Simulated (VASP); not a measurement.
Calculation: PBE GGA + U (Dudarev), VASP's PBE PAW potentials (set 64) (plane waves; VASP).

The input files of a VASP run:

File KPOINTS:
```
k-points along high-symmetry lines
12
Line-mode
Reciprocal
  0.000000   0.000000   0.000000 ! GAMMA
 -0.500000  -0.500000  -0.500000 ! T

 -0.500000  -0.500000  -0.500000 ! T
 -0.500000  -0.233270  -0.766730 ! H_2

 -0.233270   0.233270  -0.500000 ! H_0
 -0.000000  -0.000000  -0.500000 ! L

 -0.000000  -0.000000  -0.500000 ! L
  0.000000   0.000000   0.000000 ! GAMMA

  0.000000   0.000000   0.000000 ! GAMMA
 -0.000000   0.366635  -0.366635 ! S_0

 -0.366635  -0.000000  -0.633365 ! S_2
 -0.500000  -0.000000  -0.500000 ! F

 -0.500000  -0.000000  -0.500000 ! F
  0.000000   0.000000   0.000000 ! GAMMA
```

### INCAR
```
SYSTEM=Cr2O3
LDAUU=3.7 0
LDAUPRINT=1
MAGMOM=2*-2.9 2*2.9 6*0.0
EDIFF=1E-7
LMAXMIX=4   # l cut-off of mixed one-centre charges
LREAL=.FALSE.   # projection in real space or not
LCHARG=.FALSE.
LWAVE=.FALSE.
ICHARG=11   # fixed density
LORBIT=11
LDAU=.TRUE.
ENCUT=520   # plane-wave cut-off (eV)
PREC=Accurate
ISMEAR=0
SIGMA=0.05   # width (eV)
LDAUTYPE=2   # Dudarev
ALGO=Normal   # blocked Davidson
ISPIN=2
LASPH=.TRUE.   # aspherical one-centre terms
GGA=PE   # PBE
NELM=100   # most electronic steps
LDAUJ=0 0
LDAUL=2 -1
```

**POSCAR**
```
Cr2O3
1
    4.8447278708    -2.5320269846    -0.0018450687
    4.8447278708     2.5320269846    -0.0018450687
    3.5229934551    -0.0000000000     4.1798414085
Cr O
4 6
Direct
  0.8479970428   0.8479970428   0.8479970428
  0.3479970428   0.3479970428   0.3479970428
  0.1520029572   0.1520029572   0.1520029572
  0.6520029572   0.6520029572   0.6520029572
  0.4461588894   0.0538411106   0.7500000000
  0.0538411106   0.7500000000   0.4461588894
  0.5538411106   0.9461588894   0.2500000000
  0.2500000000   0.5538411106   0.9461588894
  0.9461588894   0.2500000000   0.5538411106
  0.7500000000   0.4461588894   0.0538411106
```

POTCAR, in this order: Cr_pv O (PBE.64 set). Program: vasp_std. Read from the step before: CHGCAR.

Output

**OUTCAR**
```
 ion  position               nearest neighbor table
   1  0.848  0.848  0.848-   9 2.01   8 2.01   7 2.01  10 2.05   5 2.05   6 2.05   4 2.72   3 2.95
                             3 2.95   3 2.95
   2  0.348  0.348  0.348-  10 2.01   6 2.01   5 2.01   9 2.05   7 2.05   8 2.05   3 2.72   4 2.95
                             4 2.95   4 2.95
   3  0.152  0.152  0.152-   6 2.01  10 2.01   5 2.01   8 2.05   7 2.05   9 2.05   2 2.72   1 2.95
                             1 2.95   1 2.95
   4  0.652  0.652  0.652-   8 2.01   9 2.01   7 2.01   6 2.05   5 2.05  10 2.05   1 2.72   2 2.95
                             2 2.95   2 2.95
   5  0.446  0.054  0.750-   2 2.01   3 2.01   1 2.05   4 2.05
   6  0.054  0.750  0.446-   3 2.01   2 2.01   4 2.05   1 2.05
   7  0.554  0.946  0.250-   1 2.01   4 2.01   3 2.05   2 2.05
   8  0.250  0.554  0.946-   4 2.01   1 2.01   3 2.05   2 2.05
   9  0.946  0.250  0.554-   1 2.01   4 2.01   2 2.05   3 2.05
  10  0.750  0.446  0.054-   2 2.01   3 2.01   1 2.05   4 2.05
  LATTYP: Found a trigonal (rhomboedric) cell.
 ALAT       =     5.4664935925
 COS(alpha) =     0.5709094318
 Subroutine PRICEL returns:
 Original cell was already a primitive cell.
 Subroutine GETGRP returns: Found 12 space group operations
The static configuration has the point symmetry S_6 .
 The point group associated with its full space group is D_3d.
The dynamic configuration has the point symmetry S_6 .
The overall configuration has the point symmetry S_6 .
 Subroutine INISYM returns: Found 12 space group operations
   k-points           NKPTS =     84   k-points in BZ     NKDIM =     84   number of bands    NBANDS=     50
   number of dos      NEDOS =    301   number of ions     NIONS =     10
   total plane-waves  NPLWV =  74088
   dimension x,y,z NGX =    42 NGY =   42 NGZ =   42
   dimension x,y,z NGXF=    84 NGYF=   84 NGZF=   84
   ions per type =               4   6
   PREC   = accura    normal or accurate (medium, high low for compatibility)
   ISTART =      0    job   : 0-new  1-cont  2-samecut
   ICHARG =     11    charge: 1-file 2-atom 10-const
   ISPIN  =      2    spin polarized calculation?
   LNONCOLLINEAR =      F non collinear calculations
   LSORBIT =      F    spin-orbit coupling
   INIWAV =      1    electr: 0-lowe 1-rand  2-diag
   ENCUT  =  520.0 eV  38.22 Ry    6.18 a.u.  10.16 10.16 10.16*2*pi/ulx,y,z
...
```

### OSZICAR
```
       N       E                     dE             d eps       ncg     rms          rms(c)
DAV:   1     0.111524765797E+04    0.11152E+04   -0.48684E+04 17352   0.196E+03
DAV:   2     0.656706182965E+02   -0.10496E+04   -0.10107E+04 17392   0.574E+02
DAV:   3    -0.733806454602E+02   -0.13905E+03   -0.13479E+03 22342   0.183E+02
DAV:   4    -0.789778444441E+02   -0.55972E+01   -0.55768E+01 19634   0.400E+01
DAV:   5    -0.791288168575E+02   -0.15097E+00   -0.15092E+00 24668   0.625E+00
DAV:   6    -0.791323889732E+02   -0.35721E-02   -0.35718E-02 23902   0.841E-01
DAV:   7    -0.791325697622E+02   -0.18079E-03   -0.18078E-03 26824   0.158E-01
DAV:   8    -0.791325775439E+02   -0.77817E-05   -0.77816E-05 23250   0.252E-02
DAV:   9    -0.791325781159E+02   -0.57199E-06   -0.57198E-06 19770   0.569E-03
DAV:  10    -0.791325781575E+02   -0.41564E-07   -0.41540E-07 15898   0.156E-03
   1 F= -.79132578E+02 E0= -.79132578E+02  d E =-.270382E-17  mag=     0.0000
```

OUTCAR:
```



 magnetization (x)

# of ion       s       p       d       tot
------------------------------------------
    1       -0.020  -0.029  -2.875  -2.925
    2       -0.020  -0.029  -2.875  -2.925
    3        0.020   0.029   2.875   2.925
    4        0.020   0.029   2.875   2.925
    5        0.000   0.000   0.000   0.000
    6        0.000   0.000   0.000   0.000
    7        0.000   0.000   0.000   0.000
    8        0.000   0.000   0.000   0.000
    9        0.000   0.000   0.000   0.000
   10        0.000   0.000   0.000   0.000
--------------------------------------------------
tot          0.000   0.000   0.000   0.000
```
(Selected blocks of OUTCAR.)

File OUTCAR:
```
 val. band max:        4.8282528059   @ k =   0.0000   0.0000  -0.3182

 cond. band min:       7.9346967004   @ k =  -0.4091   0.0000  -0.4091



 spin component 1

 k-point     1 :       0.0000    0.0000    0.0000
  band No.  band energies     occupation
      1     -38.5247      1.00000
      2     -38.5246      1.00000
      3     -38.5144      1.00000
      4     -38.5136      1.00000
      5     -38.5134      1.00000
      6     -38.4997      1.00000
      7     -35.5226      1.00000
      8     -35.5226      1.00000
      9     -35.5125      1.00000
     10     -35.5080      1.00000
     11     -35.5080      1.00000
     12     -35.4951      1.00000
     13     -13.2641      1.00000
     14     -11.7685      1.00000
     15     -11.7685      1.00000
     16     -11.7584      1.00000
     17     -11.6620      1.00000
     18     -11.6620      1.00000
     19      -0.7325      1.00000
     20      -0.0038      1.00000
     21      -0.0037      1.00000
     22       0.3108      1.00000
     23       0.5642      1.00000
     24       0.5642      1.00000
     25       1.0918      1.00000
     26       1.5006      1.00000
     27       1.5007      1.00000
     28       1.9492      1.00000
     29       1.9492      1.00000
     30       2.2568      1.00000
     31       3.0000      1.00000
     32       3.1896      1.00000
     33       3.1898      1.00000
     34       3.2642      1.00000
     35       3.3638      1.00000
     36       3.3638      1.00000
     37       4.2286      1.00000
     38       4.2286      1.00000
     39       4.4171      1.00000
     40       4.5293      1.00000
     41       4.5294      1.00000
     42       4.5571      1.00000
     43       8.0778      0.00000
     44       8.0780      0.00000
     45       9.4054      0.00000
     46       9.4055      0.00000
     47       9.5195      0.00000
     48       9.5197      0.00000
     49       9.6202      0.00000
     50       9.6242      0.00000
...
```

The density is held fixed in this step, so its total energy and stress have no physical meaning.

The compound is Cr2O3 in the corundum structure. It was relaxed first, which changed the volume by +6 %.
